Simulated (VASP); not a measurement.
**How precision settings and PAW data sets change a VASP run on SnSe2**

How sensitive are energy, pressure and forces of SnSe2 to the precision settings and PAW data sets? The series runs use PBEsol. The precision settings tried: PREC = Low; PREC = Medium; PREC = Normal; PREC = Single; PREC = Accurate; LREAL = Auto; ADDGRID = .TRUE.; LASPH = .TRUE.. The PAW data sets tried: minimal 64: Sn Se; recommended 64: Sn_d Se; recommended 54: Sn_d Se; gw 64: Sn_d_GW Se_GW. The start is a cell from a database of measured crystal structures.

Method: PBEsol; plane waves and PAW (Sn_d, Se), in the first sound run; inputs show where later runs differ, in VASP 6.6.1.

### 1. The structure

The structure is trigonal, space group P-3m1 (No. 164). Conventional cell: a = 3.811 Å, b = 3.811 Å, c = 6.136 Å, α = 90.00°, β = 90.00°, γ = 120.00°. Nearest to Sn lie 6 Se at 2.68 Å. Se has 3 Sn at 2.68 Å nearest. Farther neighbours and most contacts between anions are not listed.

### 2. Precision settings: PREC = Low

PREC sets the FFT grids, and LREAL, ADDGRID and LASPH trade speed for accuracy. PBEsol restores the gradient expansion of exchange and is tuned for the cells of solids.

INCAR

```
SYSTEM = SnSe2
PREC = Low
ENCUT = 400
EDIFF = 1E-06
NELM = 100
ISMEAR = -1
SIGMA = 0.05
LREAL = .FALSE.
ALGO = Normal
GGA = PS
NBANDS = 19
LORBIT = 11
LWAVE = .FALSE.
LCHARG = .FALSE.
KPAR = 4
ISIF = 2
```

POSCAR

```
SnSe2
1.0
    3.8110000000      0.0000000000      0.0000000000
   -1.9055000000      3.3004228138      0.0000000000
    0.0000000000      0.0000000000      6.1360000000
Sn Se
1 2
Direct
    0.0000000000      0.0000000000      0.0000000000
    0.3333333333      0.6666666667      0.2490000000
    0.6666666667      0.3333333333      0.7510000000
```

KPOINTS

```
Automatic mesh
0
Gamma
7 7 4
0 0 0
```

PAW data sets: Sn_d and Se (PBE family, release 64).

Command:

```sh
$ mpirun -np 4 vasp_std
```

Output:

```text
[banner, memory and clock lines left out]
running    4 mpi-ranks, on    1 nodes
 distrk:  each k-point on    1 cores,    4 groups
 distr:  one band on    1 cores,    1 groups

 POSCAR found type information on POSCAR SnSe
 POSCAR found :  2 types and       3 ions
|                                                                             |
|               ----> ADVICE to this user running VASP <----                  |
|                                                                             |
|     You enforced a specific xc type in the INCAR file but a different       |
|     [... a line on the potential file left out ...]
|     I HOPE YOU KNOW WHAT YOU ARE DOING!                                     |
|                                                                             |

 LDA part: xc-table for (Slater+PW92), standard interpolation
 POSCAR, INCAR and KPOINTS ok, starting setup
 FFT: planning ... GRIDC
 FFT: planning ... GRID_SOFT
 FFT: planning ... GRID
 WAVECAR not read
 entering main loop
       N       E                     dE             d eps       ncg     rms          rms(c)
DAV:   1     0.183008755089E+03    0.18301E+03   -0.10647E+04  1073   0.129E+03
DAV:   2     0.684350649246E+01   -0.17617E+03   -0.17087E+03  1157   0.348E+02
DAV:   3    -0.126124445419E+02   -0.19456E+02   -0.19104E+02  1333   0.108E+02
DAV:   4    -0.132100574569E+02   -0.59761E+00   -0.59678E+00  1272   0.199E+01
DAV:   5    -0.132241475328E+02   -0.14090E-01   -0.14089E-01  1483   0.314E+00    0.520E+00
DAV:   6    -0.129698304653E+02    0.25432E+00   -0.47046E-01  1596   0.812E+00    0.330E+00
DAV:   7    -0.129392097056E+02    0.30621E-01   -0.16192E-01  1361   0.292E+00    0.884E-01
DAV:   8    -0.129370483653E+02    0.21613E-02   -0.12230E-02  1395   0.119E+00    0.266E-01
DAV:   9    -0.129371068259E+02   -0.58461E-04   -0.11960E-03  1183   0.255E-01    0.766E-02
DAV:  10    -0.129371116626E+02   -0.48367E-05   -0.89447E-05  1394   0.639E-02    0.282E-02
DAV:  11    -0.129371261737E+02   -0.14511E-04   -0.21036E-05  1142   0.270E-02    0.489E-03
DAV:  12    -0.129371266838E+02   -0.51005E-06   -0.11551E-06   992   0.873E-03
   1 F= -.12937127E+02 E0= -.12937102E+02  d E =-.491213E-04
```

The job ended after 4.2 s (4 MPI ranks of AMD EPYC 7R43, shared host; peak memory 0.4 GiB; 14 s of CPU time).

Lines that name or quote the potential files are left out of all logs, and their timing lines are given in words.

Parts of OUTCAR (step 2):

```text
ion  position               nearest neighbor table
   1  0.000  0.000  0.000-   2 2.68   3 2.68   2 2.68   3 2.68   3 2.68   2 2.68
   2  0.333  0.667  0.249-   1 2.68   1 2.68   1 2.68
   3  0.667  0.333  0.751-   1 2.68   1 2.68   1 2.68

  LATTYP: Found a hexagonal cell.
 ALAT       =     3.8110000000
 C/A-ratio  =     1.6100760955

 Subroutine GETGRP returns: Found 12 space group operations
 (whereof 12 operations were pure point group operations)

The static configuration has the point symmetry D_3d.

 Found     28 irreducible k-points:

   k-points           NKPTS =     28   k-points in BZ     NKDIM =     28   number of bands    NBANDS=     19

   dimension x,y,z NGX =    20 NGY =   20 NGZ =   30
   dimension x,y,z NGXF=    20 NGYF=   20 NGZF=   32

   ENCUT  =  400.0 eV  29.40 Ry    5.42 a.u.   6.21  6.21 10.01*2*pi/ulx,y,z

   NELECT =      26.0000    total number of electrons

 k-points in reciprocal lattice and weights: Automatic mesh
   0.00000000  0.00000000  0.00000000       0.005
   0.14285714  0.00000000  0.00000000       0.031
   0.28571429 -0.00000000  0.00000000       0.031
   0.42857143 -0.00000000  0.00000000       0.031
   0.14285714  0.14285714  0.00000000       0.031
   0.28571429  0.14285714  0.00000000       0.061
   0.42857143  0.14285714  0.00000000       0.031
   0.28571429  0.28571429  0.00000000       0.031
   0.00000000  0.00000000  0.25000000       0.010
[...]
0.42857143  0.14285714  0.50000000       0.031
   0.28571429  0.28571429  0.50000000       0.031

 average (electrostatic) potential at core
       1-102.4805       2 -53.2940       3 -53.2940

 E-fermi :   4.4363

 k-point     1 :       0.0000    0.0000    0.0000
  band No.  band energies     occupation
    ...
      9       3.3526      2.00000
     10       3.3526      2.00000
     11       3.6669      2.00000
     12       3.6670      2.00000
     13       4.0612      1.99890
     14       5.0545      0.00001
     15       6.8894      0.00000
     16       8.6357      0.00000
     17       8.6357      0.00000
     18      12.0877      0.00000
    ...

 k-point     2 :       0.1429    0.0000    0.0000
  band No.  band energies     occupation
    ...
      9       1.6460      2.00000
     10       2.6645      2.00000
     11       2.7186      2.00000
     12       3.9367      1.99991
     13       4.0523      1.99908
     14       6.2446      0.00000
     15       7.6206      0.00000
     16       8.5608      0.00000
     17       9.0221      0.00000
     18      11.4386      0.00000
    ...

 k-point     3 :       0.2857   -0.0000    0.0000
  band No.  band energies     occupation
    ...
      9       0.1603      2.00000
     10       1.4124      2.00000
     11       1.8715      2.00000
     12       3.7173      2.00000
     13       3.8965      1.99996
     14       5.7785      0.00000
     15       7.9677      0.00000
     16       9.4870      0.00000
     17       9.8557      0.00000
     18      10.5114      0.00000
    ...

  Total        1.0396687      1.0396687      1.9084518      0.0000000      0.0000000      0.0000000
  in kB       21.5829926     21.5829926     39.6184885      0.0000000      0.0000000      0.0000000
  external PRESSURE =      27.5948246 kB  Pullay stress =       0.0000000 kB

  energy-cutoff  :      400.00
  volume of cell :       77.18
      direct lattice vectors                 reciprocal lattice vectors
     3.811000000  0.000000000  0.000000000     0.262398321  0.151495741  0.000000000
    -1.905500000  3.300422814  0.000000000     0.000000000  0.302991482  0.000000000
     0.000000000  0.000000000  6.136000000     0.000000000  0.000000000  0.162972621

 POSITION                                       TOTAL-FORCE (eV/Angst)
 -----------------------------------------------------------------------------------
      0.00000      0.00000      0.00000        -0.000000      0.000000      0.000000
     -0.00000      2.20028      1.52786        -0.000000      0.000000      0.623255
      1.90550      1.10014      4.60814         0.000000      0.000000     -0.623255
 -----------------------------------------------------------------------------------
    total drift:                               -0.000000      0.000000      0.000000

  FREE ENERGIE OF THE ION-ELECTRON SYSTEM (eV)
  ---------------------------------------------------
  free  energy   TOTEN  =       -12.9371266838 eV

  energy  without entropy=      -12.9370775625  energy(sigma->0) =      -12.93710212

 total charge
# of ion       s       p       d       tot
------------------------------------------
    1        1.053   1.071  10.118  12.242
    2        1.485   2.318   0.030   3.833
    3        1.485   2.318   0.030   3.833
--------------------------------------------------
tot          4.023   5.707  10.177  19.907

[... 3 further parts left out ...]
```

The gap is read on the k-mesh alone, so it is an upper bound where the band edges lie off the mesh. Spin-orbit coupling is off here; with elements this heavy it splits and shifts levels by tenths of an eV or more. The PAW data sets were made with PBE, which is usual practice but a small mismatch for other functionals.

Numbers from this step:

- SCF cycles: 12
- electrons: 26
- bands: 19
- irreducible k-points: 28
- symmetry operations: 12
- free energy (TOTEN): -12.94 eV
- Fermi energy: 4.436 eV
- pressure: 2.759 GPa
- metallic: no
- valence top at k: 0, 0, 0
- conduction bottom at k: 0, 0.4286, 0.25
- least direct gap at k: 0, 0, 0
- gap on the k-mesh: 0.7287 eV
- least direct gap on the k-mesh: 0.9933 eV

The series starts at -4.3124 eV an atom and 2.76 GPa, after 12 cycles in 4.2 s.

### 3. Precision settings: PREC = Medium

Edit INCAR of step 2 so:

```diff
@@ -1,3 +1,3 @@
 SYSTEM = SnSe2
-PREC = Low
+PREC = Medium
 ENCUT = 400
```

POSCAR is that of step 2.

KPOINTS is that of step 2.

Command:

```sh
$ mpirun -np 4 vasp_std
```

Output:

```text
[banner, memory and clock lines left out]
running    4 mpi-ranks, on    1 nodes
[...]
[... a notice as in an earlier step ...]

 LDA part: xc-table for (Slater+PW92), standard interpolation
 POSCAR, INCAR and KPOINTS ok, starting setup
[...]
entering main loop
       N       E                     dE             d eps       ncg     rms          rms(c)
DAV:   1     0.183006700835E+03    0.18301E+03   -0.10647E+04  1073   0.129E+03
DAV:   2     0.684238881120E+01   -0.17616E+03   -0.17087E+03  1157   0.348E+02
DAV:   3    -0.126134141849E+02   -0.19456E+02   -0.19104E+02  1333   0.108E+02
DAV:   4    -0.132110099069E+02   -0.59760E+00   -0.59677E+00  1272   0.199E+01
[...]
DAV:  10    -0.129376226513E+02   -0.44161E-05   -0.89467E-05  1391   0.640E-02    0.281E-02
DAV:  11    -0.129376367812E+02   -0.14130E-04   -0.20688E-05  1148   0.269E-02    0.486E-03
DAV:  12    -0.129376372707E+02   -0.48951E-06   -0.11437E-06   981   0.874E-03
   1 F= -.12937637E+02 E0= -.12937613E+02  d E =-.490982E-04
```

Run time: 4.6 s. Hardware: 4 MPI ranks; peak memory 0.42 GiB; 16 s of CPU time.

OUTCAR, selected parts (step 3):

```text
  Total        0.9622703      0.9622703      1.8662886      0.0000000      0.0000000     -0.0000000
  in kB       19.9762413     19.9762413     38.7432015      0.0000000      0.0000000     -0.0000000
  external PRESSURE =      26.2318947 kB  Pullay stress =       0.0000000 kB

 POSITION                                       TOTAL-FORCE (eV/Angst)
 -----------------------------------------------------------------------------------
      0.00000      0.00000      0.00000        -0.000000      0.000000      0.000000
     -0.00000      2.20028      1.52786         0.000000     -0.000000      0.623237
      1.90550      1.10014      4.60814        -0.000000      0.000000     -0.623237
 -----------------------------------------------------------------------------------
    total drift:                                0.000000     -0.000000      0.000000

  FREE ENERGIE OF THE ION-ELECTRON SYSTEM (eV)
  ---------------------------------------------------
  free  energy   TOTEN  =       -12.9376372707 eV

  energy  without entropy=      -12.9375881725  energy(sigma->0) =      -12.93761272

[... 2 parts as in an earlier step ...]

[... 1 further part left out ...]
[key lines of the parts left out:]
E-fermi :   4.4362
```

Against the first of the series the energy moves by -0.17 meV an atom and the pressure by -0.14 GPa, after 12 cycles in 4.6 s.

### 4. Precision settings: PREC = Normal

Edit INCAR of step 3 so:

```diff
@@ -1,3 +1,3 @@
 SYSTEM = SnSe2
-PREC = Medium
+PREC = Normal
 ENCUT = 400
```

POSCAR is that of step 3.

KPOINTS is that of step 3.

Command:

```sh
$ mpirun -np 4 vasp_std
```

Output:

```text
[... set-up lines as in an earlier step ...]
 entering main loop
       N       E                     dE             d eps       ncg     rms          rms(c)
DAV:   1     0.183006913742E+03    0.18301E+03   -0.10647E+04  1073   0.129E+03
DAV:   2     0.684282290459E+01   -0.17616E+03   -0.17087E+03  1157   0.348E+02
DAV:   3    -0.126129047034E+02   -0.19456E+02   -0.19104E+02  1333   0.108E+02
DAV:   4    -0.132104983278E+02   -0.59759E+00   -0.59676E+00  1272   0.199E+01
[...]
DAV:  10    -0.129370089720E+02   -0.43270E-05   -0.89435E-05  1391   0.639E-02    0.281E-02
DAV:  11    -0.129370230290E+02   -0.14057E-04   -0.20605E-05  1148   0.268E-02    0.486E-03
DAV:  12    -0.129370235149E+02   -0.48593E-06   -0.11417E-06   981   0.873E-03
   1 F= -.12937024E+02 E0= -.12936999E+02  d E =-.490942E-04
```

Wall time 4.6 s (4 MPI ranks); peak memory 0.46 GiB; 16 s of CPU time.

OUTCAR, selected parts (step 4):

```text
  Total        0.9657479      0.9657479      1.8500785      0.0000000      0.0000000     -0.0000000
  in kB       20.0484350     20.0484350     38.4066875      0.0000000      0.0000000     -0.0000000
  external PRESSURE =      26.1678525 kB  Pullay stress =       0.0000000 kB

 POSITION                                       TOTAL-FORCE (eV/Angst)
 -----------------------------------------------------------------------------------
      0.00000      0.00000      0.00000        -0.000000      0.000000      0.000000
     -0.00000      2.20028      1.52786         0.000000      0.000000      0.622626
      1.90550      1.10014      4.60814        -0.000000      0.000000     -0.622626
 -----------------------------------------------------------------------------------
    total drift:                                0.000000      0.000000     -0.000000

  FREE ENERGIE OF THE ION-ELECTRON SYSTEM (eV)
  ---------------------------------------------------
  free  energy   TOTEN  =       -12.9370235149 eV

  energy  without entropy=      -12.9369744207  energy(sigma->0) =      -12.93699897

[... 2 parts as in an earlier step ...]

[... 1 further part left out ...]
[key lines of the parts left out:]
E-fermi :   4.4361
```

Against the first of the series the energy moves by +0.03 meV an atom and the pressure by -0.14 GPa, after 12 cycles in 4.6 s.

### 5. Precision settings: PREC = Single

Edit INCAR of step 4 so:

```diff
@@ -1,3 +1,3 @@
 SYSTEM = SnSe2
-PREC = Normal
+PREC = Single
 ENCUT = 400
```

POSCAR is that of step 4.

KPOINTS is that of step 4.

Command:

```sh
$ mpirun -np 4 vasp_std
```

Output:

```text
[... set-up lines as in an earlier step ...]
 entering main loop
       N       E                     dE             d eps       ncg     rms          rms(c)
DAV:   1     0.183007234095E+03    0.18301E+03   -0.10647E+04  1073   0.129E+03
DAV:   2     0.684269645632E+01   -0.17616E+03   -0.17087E+03  1157   0.348E+02
DAV:   3    -0.126131251981E+02   -0.19456E+02   -0.19104E+02  1333   0.108E+02
DAV:   4    -0.132107056488E+02   -0.59758E+00   -0.59675E+00  1272   0.199E+01
[...]
DAV:  10    -0.129374047699E+02   -0.44908E-05   -0.89472E-05  1391   0.639E-02    0.281E-02
DAV:  11    -0.129374189642E+02   -0.14194E-04   -0.20756E-05  1148   0.269E-02    0.487E-03
DAV:  12    -0.129374194573E+02   -0.49314E-06   -0.11494E-06   989   0.874E-03
   1 F= -.12937419E+02 E0= -.12937395E+02  d E =-.490994E-04
```

The job ended after 7.4 s (4 MPI ranks; peak memory 0.42 GiB; 27 s of CPU time).

Parts of OUTCAR (step 5):

```text
  Total        0.9704843      0.9704843      1.8359089      0.0000000      0.0000000      0.0000000
  in kB       20.1467611     20.1467611     38.1125336      0.0000000      0.0000000      0.0000000
  external PRESSURE =      26.1353519 kB  Pullay stress =       0.0000000 kB

 POSITION                                       TOTAL-FORCE (eV/Angst)
 -----------------------------------------------------------------------------------
      0.00000      0.00000      0.00000        -0.000000      0.000000      0.000000
     -0.00000      2.20028      1.52786        -0.000000      0.000000      0.622269
      1.90550      1.10014      4.60814         0.000000     -0.000000     -0.622269
 -----------------------------------------------------------------------------------
    total drift:                                0.000000     -0.000000      0.000000

  FREE ENERGIE OF THE ION-ELECTRON SYSTEM (eV)
  ---------------------------------------------------
  free  energy   TOTEN  =       -12.9374194573 eV

  energy  without entropy=      -12.9373703579  energy(sigma->0) =      -12.93739491

[... 2 parts as in an earlier step ...]

[... 1 further part left out ...]
[key lines of the parts left out:]
E-fermi :   4.4362
```

Against the first of the series the energy moves by -0.10 meV an atom and the pressure by -0.15 GPa, after 12 cycles in 7.4 s.

### 6. Precision settings: PREC = Accurate

Edit INCAR of step 5 so:

```diff
@@ -1,3 +1,3 @@
 SYSTEM = SnSe2
-PREC = Single
+PREC = Accurate
 ENCUT = 400
```

POSCAR is that of step 5.

KPOINTS is that of step 5.

Command:

```sh
$ mpirun -np 4 vasp_std
```

Output:

```text
[... set-up lines as in an earlier step ...]
 entering main loop
       N       E                     dE             d eps       ncg     rms          rms(c)
DAV:   1     0.183007100386E+03    0.18301E+03   -0.10647E+04  1073   0.129E+03
DAV:   2     0.684285463609E+01   -0.17616E+03   -0.17087E+03  1157   0.348E+02
DAV:   3    -0.126128746435E+02   -0.19456E+02   -0.19104E+02  1333   0.108E+02
DAV:   4    -0.132104505926E+02   -0.59758E+00   -0.59675E+00  1272   0.199E+01
[...]
DAV:  10    -0.129369495529E+02   -0.43185E-05   -0.89429E-05  1391   0.639E-02    0.281E-02
DAV:  11    -0.129369636026E+02   -0.14050E-04   -0.20597E-05  1148   0.268E-02    0.486E-03
DAV:  12    -0.129369640879E+02   -0.48532E-06   -0.11416E-06   981   0.873E-03
   1 F= -.12936964E+02 E0= -.12936940E+02  d E =-.490927E-04
```

Wall time 7.8 s (4 MPI ranks); peak memory 0.58 GiB; 29 s of CPU time.

Parts of OUTCAR (step 6):

```text
  Total        0.9690837      0.9690837      1.8484327      0.0000000      0.0000000      0.0000000
  in kB       20.1176843     20.1176843     38.3725226      0.0000000      0.0000000      0.0000000
  external PRESSURE =      26.2026304 kB  Pullay stress =       0.0000000 kB

 POSITION                                       TOTAL-FORCE (eV/Angst)
 -----------------------------------------------------------------------------------
      0.00000      0.00000      0.00000         0.000000      0.000000     -0.000000
     -0.00000      2.20028      1.52786         0.000000     -0.000000      0.622606
      1.90550      1.10014      4.60814        -0.000000      0.000000     -0.622606
 -----------------------------------------------------------------------------------
    total drift:                                0.000000      0.000000     -0.000000

  FREE ENERGIE OF THE ION-ELECTRON SYSTEM (eV)
  ---------------------------------------------------
  free  energy   TOTEN  =       -12.9369640879 eV

  energy  without entropy=      -12.9369149952  energy(sigma->0) =      -12.93693954

[... 2 parts as in an earlier step ...]

[... 1 further part left out ...]
[key lines of the parts left out:]
E-fermi :   4.4361
```

Against the first of the series the energy moves by +0.05 meV an atom and the pressure by -0.14 GPa, after 12 cycles in 7.8 s.

(Continued in part 2 of 2.)

[Lines on the potential files, build, host, timing and source positions are cut from VASP's logs without a mark.]

[Logs are printed without paths, hosts, clocks, repeated set-up lines and the standing remarks that a program may print on its own settings, such as how far it seeks lower states.]

[Hosts, paths, dates, database ids (printed as entryN), source tags and the programs' standing remarks are cut or masked in the printed files.]

[A measured line is paired with the nearest computed mode of its activity, which favours agreement.]
